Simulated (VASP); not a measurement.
Computed with optB86b-vdW, VASP's PBE PAW potentials (set 64) (plane waves; VASP 6.6.1).

VASP input:

### KPOINTS
```
Automatic
0
gamma
 8 8 8
```

**POSCAR**
```
Li2S
1.0
  0.0000000000   2.8408673850   2.8408673850
  2.8408673850   0.0000000000   2.8408673850
  2.8408673850   2.8408673850   0.0000000000
Li S
2 1
Direct
  0.2500000000   0.2500000000   0.2500000000
  0.7500000000   0.7500000000   0.7500000000
  0.0000000000   0.0000000000   0.0000000000
```

### INCAR
```
SYSTEM = Li2S
PREC = Accurate
ENCUT = 520
EDIFF = 1E-7
NELM = 100
ALGO = Normal
LREAL = .FALSE.
LASPH = .TRUE.
ISMEAR = -5
GGA = MK
PARAM1 = 0.1234
PARAM2 = 1.0
LUSE_VDW = .TRUE.
AGGAC = 0.0
LWAVE = .FALSE.
LCHARG = .TRUE.
LORBIT = 11
NEDOS = 601
ISIF = 2
LEFG = .TRUE.
```

POTCAR, in this order: Li_sv S (PBE.64 set). Program: vasp_std.

Question: Predict the energy per atom (σ→0), band gap (on the k-mesh).

Answer: 
```yaml
energy per atom (σ→0): -2.964 eV/atom
band gap (on the k-mesh): 3.38 eV
```

File OSZICAR:
```
...
DAV:   9    -0.889177645382E+01    0.92064E-03   -0.32816E-03   742   0.328E-01    0.191E-01
DAV:  10    -0.889227623306E+01   -0.49978E-03   -0.10728E-03   636   0.223E-01    0.111E-01
DAV:  11    -0.889227473245E+01    0.15006E-05   -0.63001E-05   840   0.666E-02    0.351E-02
DAV:  12    -0.889227940458E+01   -0.46721E-05   -0.11939E-05   636   0.261E-02    0.114E-02
DAV:  13    -0.889227915532E+01    0.24926E-06   -0.50428E-07   918   0.771E-03    0.624E-03
DAV:  14    -0.889227905105E+01    0.10427E-06   -0.10439E-07   638   0.362E-03    0.106E-03
DAV:  15    -0.889227909512E+01   -0.44078E-07   -0.56568E-08   346   0.214E-03
   1 F= -.88922791E+01 E0= -.88922791E+01  d E =0.000000E+00
```

The compound is Li2S in the antifluorite structure. It was relaxed first.
